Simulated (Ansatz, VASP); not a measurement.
# Cross-check of MoS2 between VASP and Ansatz, part 2 of 2

Aim: how closely do two programs agree when they are given the same cell, functional and k mesh? The cell is taken from a series of runs on this material, whose earlier steps may have relaxed, scaled, displaced or heated it; both programs get it as it stands.

VASP 6.6.1 and Ansatz 0.2.0.

So far: The starting structure; Ansatz: dielectric response, PBEsol.

**3. VASP: dielectric response, PBEsol**

Level of this step: PBEsol, no spin polarisation; plane waves and PAW (Mo_sv, S) (VASP).

The same cell, functional and mesh now go to VASP, with its own data sets.

Lines of VASP's logs that name or quote its potential files are left out, and so is its time.

Input file INCAR:

```
SYSTEM = MoS2
PREC = Accurate
ENCUT = 400
EDIFF = 1E-08
NELM = 120
ISMEAR = 0
SIGMA = 0.01
LREAL = .FALSE.
ALGO = Normal
GGA = PS
NBANDS = 32
LASPH = .TRUE.
LORBIT = 11
LWAVE = .FALSE.
LCHARG = .FALSE.
ISIF = 2
LEPSILON = .TRUE.
GGA_COMPAT = .FALSE.
EFERMI = MIDGAP
KPAR = 2
```

Input file POSCAR:

```
MoS2
1.0
    3.1690000000      0.0000000000      0.0000000000
   -1.5845000000      2.7444345046      0.0000000000
    0.0000000000      0.0000000000     12.3240000000
Mo S
2 4
Direct
    0.6666666667      0.3333333333      0.7500000000
    0.3333333333      0.6666666667      0.2500000000
    0.6666666667      0.3333333333      0.3770000000
    0.3333333333      0.6666666667      0.8770000000
    0.6666666667      0.3333333333      0.1230000000
    0.3333333333      0.6666666667      0.6230000000
```

Input file KPOINTS:

```
Automatic mesh
0
Gamma
11 11 3
0 0 0
```

PAW data sets: Mo_sv and S (PBE family, release 64).

Launch:

```sh
mpirun -np 2 vasp_std
```

Numbers of over 12 decimals in the logs are rounded to 6 here.

Log:

```text
[banner, memory and clock lines left out]
running    2 mpi-ranks, on    1 nodes
 distrk:  each k-point on    1 cores,    2 groups
 distr:  one band on    1 cores,    1 groups

 POSCAR found type information on POSCAR MoS
 POSCAR found :  2 types and       6 ions
|                                                                             |
|               ----> ADVICE to this user running VASP <----                  |
|                                                                             |
|     You enforced a specific xc type in the INCAR file but a different       |
|     [... a line on the potential file left out ...]
|     I HOPE YOU KNOW WHAT YOU ARE DOING!                                     |
|                                                                             |

 LDA part: xc-table for (Slater+PW92), standard interpolation
 POSCAR, INCAR and KPOINTS ok, starting setup
 FFT: planning ... GRIDC
 FFT: planning ... GRID_SOFT
 FFT: planning ... GRID
 WAVECAR not read
 entering main loop
       N       E                     dE             d eps       ncg     rms          rms(c)
DAV:   1     0.382274438263E+03    0.38227E+03   -0.26192E+04  2320   0.126E+03
DAV:   2    -0.295792570309E+02   -0.41185E+03   -0.40181E+03  2544   0.354E+02
DAV:   3    -0.494403507623E+02   -0.19861E+02   -0.19702E+02  2640   0.699E+01
DAV:   4    -0.498445356350E+02   -0.40418E+00   -0.40310E+00  2552   0.101E+01
DAV:   5    -0.498541424129E+02   -0.96068E-02   -0.95974E-02  2584   0.147E+00    0.350E+01
DAV:   6    -0.476598264395E+02    0.21943E+01   -0.19564E+01  2232   0.243E+01    0.126E+01
DAV:   7    -0.472419407346E+02    0.41789E+00   -0.87680E+00  2256   0.154E+01    0.808E+00
DAV:   8    -0.468753346478E+02    0.36661E+00   -0.14460E+00  2536   0.675E+00    0.296E+00
DAV:   9    -0.468844402094E+02   -0.91056E-02   -0.14575E-01  2736   0.183E+00    0.129E+00
DAV:  10    -0.468757093896E+02    0.87308E-02   -0.56494E-02  2464   0.138E+00    0.332E-01
DAV:  11    -0.468756683664E+02    0.41023E-04   -0.22885E-03  2584   0.266E-01    0.191E-01
DAV:  12    -0.468755688029E+02    0.99563E-04   -0.37682E-04  2600   0.993E-02    0.888E-02
DAV:  13    -0.468755621529E+02    0.66500E-05   -0.13928E-04  2744   0.606E-02    0.138E-02
DAV:  14    -0.468755641467E+02   -0.19938E-05   -0.11220E-05  2464   0.189E-02    0.218E-02
DAV:  15    -0.468755641436E+02    0.31432E-08   -0.25276E-06  2480   0.965E-03    0.431E-03
DAV:  16    -0.468755640459E+02    0.97646E-07   -0.12927E-06  2472   0.576E-03    0.167E-03
DAV:  17    -0.468755640570E+02   -0.11082E-07   -0.80296E-08  2272   0.179E-03    0.120E-03
DAV:  18    -0.468755640401E+02    0.16881E-07   -0.33412E-09  1600   0.318E-04    0.789E-04
DAV:  19    -0.468755640313E+02    0.88630E-08   -0.21280E-09  1512   0.237E-04
   1 F= -.46875564E+02 E0= -.46875564E+02  d E =0.000000E+00
 Linear response reoptimize wavefunctions to high precision
DAV:   1    -0.468755640297E+02    0.15252E-08   -0.47583E-10  1512   0.990E-05
DAV:   2    -0.468755640297E+02    0.27285E-11   -0.16457E-10  1424   0.405E-05
 Linear response G [H, r] |phi>, progress :
  Direction:   1
       N       E                     dE             d eps       ncg     rms
RMM:   1    -0.254312401378E+03   -0.25431E+03    0.38152E+02  3579   0.218E+02
RMM:   2    -0.233350208520E+03    0.20962E+02   -0.16030E+02  3289   0.536E+01
RMM:   3    -0.235570732891E+03   -0.22205E+01   -0.10866E+01  3784   0.134E+01
RMM:   4    -0.235711436039E+03   -0.14070E+00   -0.10301E+00  4026   0.307E+00
RMM:   5    -0.235720734694E+03   -0.92987E-02   -0.95106E-02  4153   0.947E-01
RMM:   6    -0.235722105877E+03   -0.13712E-02   -0.14706E-02  4220   0.328E-01
RMM:   7    -0.235722250001E+03   -0.14412E-03   -0.35844E-03  4354   0.805E-02
RMM:   8    -0.235722269074E+03   -0.19073E-04   -0.15983E-03  4538   0.302E-02
RMM:   9    -0.235722279783E+03   -0.10709E-04   -0.15846E-04  4754   0.161E-02
RMM:  10    -0.235722283648E+03   -0.38646E-05   -0.54991E-04  4813   0.111E-02
RMM:  11    -0.235722282417E+03    0.12310E-05   -0.20762E-04  4872   0.953E-03
RMM:  12    -0.235722281396E+03    0.10210E-05   -0.18658E-04  4863   0.897E-03
RMM:  13    -0.235722279028E+03    0.23679E-05   -0.29075E-04  4743   0.875E-03
RMM:  14    -0.235722278922E+03    0.10654E-06   -0.24508E-04  4573   0.866E-03
RMM:  15    -0.235722277207E+03    0.17148E-05   -0.55548E-04  4523   0.862E-03
 Linear response G [H, r] |phi>, progress :
  Direction:   2
       N       E                     dE             d eps       ncg     rms
RMM:   1    -0.257998123525E+03   -0.25800E+03    0.30835E+02  3611   0.219E+02
RMM:   2    -0.243393173173E+03    0.14605E+02   -0.15997E+02  3385   0.535E+01
RMM:   3    -0.245731795079E+03   -0.23386E+01   -0.12104E+01  3772   0.135E+01
RMM:   4    -0.245850728774E+03   -0.11893E+00   -0.12574E+00  4029   0.314E+00
[...]
RMM:   7    -0.241456482808E+03   -0.19550E-03    0.12324E-02  4291   0.880E-02
RMM:   8    -0.241456993079E+03   -0.51027E-03   -0.19860E-03  4204   0.349E-02
RMM:   9    -0.241457069651E+03   -0.76572E-04    0.16753E-03  4332   0.201E-02
RMM:  10    -0.241457043620E+03    0.26031E-04   -0.37755E-03  4314   0.150E-02
RMM:  11    -0.241457074341E+03   -0.30721E-04   -0.77752E-04  4320   0.131E-02
RMM:  12    -0.241457057356E+03    0.16985E-04   -0.27468E-03  4375   0.124E-02
[...]
Direction:   3
       N       E                     dE             d eps       ncg     rms          rms(c)
RMM:   1    -0.249789810769E+01   -0.24979E+01   -0.12210E+01  4367   0.707E+00
RMM:   2    -0.268094946827E+01   -0.18305E+00   -0.13287E-01  3301   0.123E+00
RMM:   3    -0.268508182401E+01   -0.41324E-02   -0.12442E-02  3488   0.241E-01
RMM:   4    -0.268530268275E+01   -0.22086E-03   -0.73296E-04  3535   0.541E-02
RMM:   5    -0.268531398797E+01   -0.11305E-04   -0.67908E-05  3686   0.143E-02
RMM:   6    -0.268531493519E+01   -0.94722E-06   -0.21790E-05  3566   0.407E-03
RMM:   7    -0.268531498583E+01   -0.50636E-07   -0.18941E-05  3227   0.192E-03
RMM:   8    -0.268531507331E+01   -0.87483E-07   -0.21626E-05  2894   0.144E-03
RMM:   9    -0.268531504848E+01    0.24832E-07   -0.20771E-05  2546   0.133E-03
RMM:  10    -0.268531506083E+01   -0.12354E-07   -0.20085E-05  2309   0.130E-03
RMM:  11    -0.268531506567E+01   -0.48364E-08   -0.20197E-05  2196   0.130E-03
RMM:  12    -0.268531506572E+01   -0.55566E-10   -0.20331E-05  2179   0.130E-03
 change of polarisation eV/A/(eV/A) component  3 :    -0.024     0.030     5.371
 dielectric tensor                  component  3 :    -0.040     0.050    10.067
 Linear response to external field, progress :
  Direction:   1
       N       E                     dE             d eps       ncg     rms          rms(c)
RMM:   1    -0.423411810583E+01   -0.42341E+01   -0.26622E+01 10239   0.764E+00
RMM:   2    -0.451672319253E+01   -0.28261E+00   -0.31726E-01  7625   0.143E+00    0.436E+00
RMM:   3    -0.434772986749E+01    0.16899E+00   -0.21209E-01  7459   0.241E+00    0.231E+00
RMM:   4    -0.446376361271E+01   -0.11603E+00   -0.17144E-01  7704   0.219E+00    0.512E-01
RMM:   5    -0.449881695062E+01   -0.35053E-01   -0.34122E-03  7665   0.548E-01    0.522E-02
RMM:   6    -0.450133522205E+01   -0.25183E-02   -0.61744E-03  7853   0.116E-01    0.309E-02
RMM:   7    -0.450053718807E+01    0.79803E-03    0.23475E-03  7896   0.368E-02    0.152E-02
RMM:   8    -0.450103543540E+01   -0.49825E-03   -0.30236E-04  7778   0.194E-02    0.378E-03
RMM:   9    -0.450127660948E+01   -0.24117E-03    0.75975E-06  8362   0.696E-03    0.120E-03
RMM:  10    -0.450128672461E+01   -0.10115E-04    0.40032E-05  8705   0.300E-03    0.395E-04
RMM:  11    -0.450130924864E+01   -0.22524E-04    0.17666E-06  8675   0.144E-03    0.138E-04
RMM:  12    -0.450131783565E+01   -0.85870E-05   -0.14630E-05  8501   0.107E-03    0.409E-05
RMM:  13    -0.450131906414E+01   -0.12285E-05   -0.50145E-06  7000   0.983E-04    0.232E-05
RMM:  14    -0.450131856536E+01    0.49878E-06   -0.87285E-06  5025   0.947E-04    0.105E-05
RMM:  15    -0.450131881844E+01   -0.25309E-06   -0.73492E-06  4470   0.943E-04    0.831E-06
 change of polarisation eV/A/(eV/A) component  1 :     8.485    -0.228    -0.016
 dielectric tensor                  component  1 :    15.325    -0.385    -0.027
 Linear response to external field, progress :
  Direction:   2
       N       E                     dE             d eps       ncg     rms          rms(c)
RMM:   1    -0.423617201436E+01   -0.42362E+01   -0.26643E+01 10288   0.764E+00
RMM:   2    -0.451644238554E+01   -0.28027E+00   -0.31495E-01  7528   0.143E+00    0.436E+00
RMM:   3    -0.434791606880E+01    0.16853E+00   -0.21516E-01  7433   0.242E+00    0.231E+00
RMM:   4    -0.446376297307E+01   -0.11585E+00   -0.17184E-01  7670   0.220E+00    0.512E-01
RMM:   5    -0.449680414724E+01   -0.33041E-01    0.11658E-02  7640   0.550E-01    0.724E-02
RMM:   6    -0.450246763812E+01   -0.56635E-02   -0.18505E-02  7784   0.127E-01    0.364E-02
RMM:   7    -0.450033731535E+01    0.21303E-02    0.31208E-03  7791   0.440E-02    0.156E-02
RMM:   8    -0.450101021450E+01   -0.67290E-03    0.49962E-04  8244   0.201E-02    0.338E-03
RMM:   9    -0.450127396508E+01   -0.26375E-03   -0.11322E-05  8300   0.607E-03    0.116E-03
RMM:  10    -0.450129612392E+01   -0.22159E-04   -0.85130E-06  8656   0.269E-03    0.446E-04
RMM:  11    -0.450130631199E+01   -0.10188E-04   -0.19621E-05  8403   0.139E-03    0.232E-04
RMM:  12    -0.450131690995E+01   -0.10598E-04    0.15700E-05  8276   0.122E-03    0.717E-05
RMM:  13    -0.450132261494E+01   -0.57050E-05   -0.22888E-05  7873   0.962E-04    0.321E-05
RMM:  14    -0.450132231261E+01    0.30233E-06   -0.18662E-05  6259   0.916E-04    0.137E-05
RMM:  15    -0.450132248415E+01   -0.17154E-06   -0.18112E-05  4708   0.895E-04    0.525E-06
 change of polarisation eV/A/(eV/A) component  2 :    -0.221     8.485    -0.004
 dielectric tensor                  component  2 :    -0.373    15.325    -0.006
 Linear response to external field, progress :
  Direction:   3
       N       E                     dE             d eps       ncg     rms          rms(c)
RMM:   1    -0.249789810769E+01   -0.24979E+01   -0.12210E+01  4367   0.707E+00
RMM:   2    -0.268094986895E+01   -0.18305E+00   -0.13287E-01  3296   0.123E+00    0.506E+00
RMM:   3    -0.167859460633E+01    0.10024E+01   -0.34812E+00  3596   0.513E+00    0.203E+00
RMM:   4    -0.172087880674E+01   -0.42284E-01   -0.30107E-01  3610   0.142E+00    0.114E+00
RMM:   5    -0.175180602660E+01   -0.30927E-01   -0.67607E-02  3251   0.876E-01    0.385E-01
RMM:   6    -0.175747484018E+01   -0.56688E-02   -0.10129E-02  3500   0.279E-01    0.257E-01
RMM:   7    -0.176449503313E+01   -0.70202E-02   -0.12126E-03  3533   0.121E-01    0.722E-02
RMM:   8    -0.176266549112E+01    0.18295E-02   -0.98299E-04  3505   0.619E-02    0.226E-02
RMM:   9    -0.176244336482E+01    0.22213E-03   -0.23653E-04  3648   0.179E-02    0.173E-02
RMM:  10    -0.176262535937E+01   -0.18199E-03   -0.12723E-04  3466   0.120E-02    0.489E-03
RMM:  11    -0.176272056675E+01   -0.95207E-04   -0.40134E-04  3970   0.452E-03    0.300E-03
RMM:  12    -0.176272589489E+01   -0.53281E-05   -0.15310E-04  3660   0.203E-03    0.571E-04
RMM:  13    -0.176273043501E+01   -0.45401E-05   -0.11197E-04  4014   0.139E-03    0.642E-04
RMM:  14    -0.176272774435E+01    0.26907E-05   -0.89544E-05  3541   0.898E-04    0.233E-04
RMM:  15    -0.176272780614E+01   -0.61787E-07   -0.10513E-04  3460   0.792E-04    0.193E-05
RMM:  16    -0.176272632922E+01    0.14769E-05   -0.67743E-05  2434   0.737E-04    0.110E-05
RMM:  17    -0.176272335441E+01    0.29748E-05   -0.55002E-05  2111   0.728E-04    0.827E-06
 change of polarisation eV/A/(eV/A) component  3 :    -0.021     0.032     3.339
 dielectric tensor                  component  3 :    -0.036     0.054     6.637
 Born effective charges drift removed
```

OUTCAR, selected parts (step 3):

```text
ion  position               nearest neighbor table
   1  0.667  0.333  0.750-   4 2.41   6 2.41   4 2.41   6 2.41   4 2.41   6 2.41
   2  0.333  0.667  0.250-   3 2.41   5 2.41   3 2.41   5 2.41   3 2.41   5 2.41
   3  0.667  0.333  0.377-   2 2.41   2 2.41   2 2.41
   4  0.333  0.667  0.877-   1 2.41   1 2.41   1 2.41
   5  0.667  0.333  0.123-   2 2.41   2 2.41   2 2.41
   6  0.333  0.667  0.623-   1 2.41   1 2.41   1 2.41

  LATTYP: Found a hexagonal cell.
 ALAT       =     3.1690000000
 C/A-ratio  =     3.8889239508

 Subroutine GETGRP returns: Found 24 space group operations
 (whereof 12 operations were pure point group operations)

The static configuration has the point symmetry D_3d.
 The point group associated with its full space group is D_6h.

 Found     32 irreducible k-points:

   k-points           NKPTS =     32   k-points in BZ     NKDIM =     32   number of bands    NBANDS=     32

   dimension x,y,z NGX =    24 NGY =   24 NGZ =   80
   dimension x,y,z NGXF=    48 NGYF=   48 NGZF=  160

   ENCUT  =  400.0 eV  29.40 Ry    5.42 a.u.   5.17  5.17 20.10*2*pi/ulx,y,z

   NELECT =      52.0000    total number of electrons

 k-points in reciprocal lattice and weights: Automatic mesh
   0.00000000  0.00000000  0.00000000       0.003
   0.09090909  0.00000000  0.00000000       0.017
   0.18181818  0.00000000  0.00000000       0.017
   0.27272727  0.00000000  0.00000000       0.017
   0.36363636 -0.00000000  0.00000000       0.017
   0.45454545  0.00000000  0.00000000       0.017
   0.09090909  0.09090909  0.00000000       0.017
   0.18181818  0.09090909  0.00000000       0.033
   0.27272727  0.09090909  0.00000000       0.033
[...]
0.27272727  0.27272727  0.33333333       0.033
   0.36363636  0.27272727  0.33333333       0.033

 average (electrostatic) potential at core
       1 -74.5635       2 -74.5635       3 -84.5257       4 -84.5257       5 -84.5257
       6 -84.5257

  Total       -2.3547940     -2.3547940     -1.7480032      0.0000000      0.0000000      0.0000000
  in kB      -35.1995176    -35.1995176    -26.1291934      0.0000000      0.0000000      0.0000000
  external PRESSURE =     -32.1760762 kB  Pullay stress =       0.0000000 kB

  energy-cutoff  :      400.00
  volume of cell :      107.18
      direct lattice vectors                 reciprocal lattice vectors
     3.169000000  0.000000000  0.000000000     0.315556958  0.182186895  0.000000000
    -1.584500000  2.744434505  0.000000000     0.000000000  0.364373789  0.000000000
     0.000000000  0.000000000 12.324000000     0.000000000  0.000000000  0.081142486

 POSITION                                       TOTAL-FORCE (eV/Angst)
 -----------------------------------------------------------------------------------
      1.58450      0.91481      9.24300        -0.000000     -0.000000      0.000000
     -0.00000      1.82962      3.08100         0.000000     -0.000000      0.000000
      1.58450      0.91481      4.64615         0.000000     -0.000000     -0.309581
     -0.00000      1.82962     10.80815        -0.000000      0.000000     -0.309581
      1.58450      0.91481      1.51585         0.000000     -0.000000      0.309581
     -0.00000      1.82962      7.67785        -0.000000      0.000000      0.309581
 -----------------------------------------------------------------------------------
    total drift:                               -0.000000      0.000000     -0.000000

 MACROSCOPIC STATIC DIELECTRIC TENSOR (including local field effects in DFT)
 ------------------------------------------------------
          15.324668    -0.000000     0.000000
           0.000000    15.324668     0.000000
           0.000000     0.000000     6.636707
 ------------------------------------------------------

 PIEZOELECTRIC TENSOR (including local field effects)  for field in x, y, z        (C/m^2)
          XX          YY          ZZ          XY          YZ          ZX
  --------------------------------------------------------------------------------
  x     0.00000     0.00000     0.00000     0.00000     0.00000     0.00000
  y     0.00000     0.00000     0.00000     0.00000     0.00000     0.00000
  z     0.00000     0.00000     0.00000     0.00000     0.00000     0.00000

 BORN EFFECTIVE CHARGES (including local field effects) (in |e|, cummulative output)
 ---------------------------------------------------------------------------------
 ion    1
    1    -1.03963     0.00000     0.00000
    2     0.00000    -1.03963     0.00000
    3     0.00000    -0.00000    -0.67291
 ion    2
    1    -1.03963     0.00000     0.00000
    2     0.00000    -1.03963     0.00000
    3     0.00000    -0.00000    -0.67291
 ion    3
    1     0.51981     0.00000     0.00000
    2     0.00000     0.51981     0.00000
    3     0.00000    -0.00000     0.33646
 ion    4
    1     0.51981     0.00000     0.00000
    2     0.00000     0.51981     0.00000
    3     0.00000    -0.00000     0.33646
 ion    5
    1     0.51981     0.00000     0.00000
    2     0.00000     0.51981     0.00000
    3     0.00000     0.00000     0.33646
 ion    6
    1     0.51981     0.00000     0.00000
    2     0.00000     0.51981     0.00000
    3    -0.00000    -0.00000     0.33646
```

This run has no spin polarisation, so a moment on Mo, if there is one, isn't seen.

**4. Differences**

Known differences besides the potentials themselves: fixed occupations in Ansatz, narrow Gaussian smearing in VASP; the cutoff is 420 eV in Ansatz and 400 eV in VASP; Ansatz makes its cores anew for this functional, VASP keeps those of its PBE data sets. Total energies have different zeros and are not compared.

Both answers:

```csv
quantity,Ansatz,VASP,difference
ε∞ xx,15.35,15.32,+0.14 %
ε∞ yy,15.35,15.32,+0.14 %
ε∞ zz,6.66,6.64,+0.39 %
```

**5. Summary of results**

* difference in ε∞ zz (dielectric response, PBEsol): 0.39 %

The difference in ε∞ zz is 0.39 % (dielectric response, PBEsol), within the 5 % picked in this series as the mark of a large difference. Such differences can come from data sets, numerical settings and the points named under the comparisons, not from the functional's error against experiment.

[Lines on the potential files, build, host, timing and source positions are cut from VASP's logs without a mark.]

[Logs are printed without paths, hosts, clocks, repeated set-up lines and the standing remarks that a program may print on its own settings, such as how far it seeks lower states.]

[Hosts, paths, dates, database ids (printed as entryN), source tags and the programs' standing remarks are cut or masked in the printed files.]
